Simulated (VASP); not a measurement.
Input:

```xyz
2
Lattice="0.0000 2.3900 2.3900 2.3900 0.0000 2.3900 2.3900 2.3900 0.0000" Properties=species:S:1:pos:R:3 pbc="T T T"
B      0.0000     0.0000     0.0000
As     1.1950     1.1950     1.1950
```

Level of theory: PBE GGA, VASP's PBE PAW potentials (set 64) (plane waves; VASP 6.6.1). Settings: 520 eV cut-off, 9×9×9 Γ-centred mesh, Gaussian smearing of 0.050 eV, potentials B As.

Question: Give the stress tensor in GPa (positive for a compressed cell).

Answer: 
```
3.15  0.00  0.00
0.00  3.15  0.00
0.00  0.00  3.15
```
The pressure is its mean diagonal, 3.15 GPa.

The compound is BAs in the zinc blende structure. The cell was not relaxed at this level.
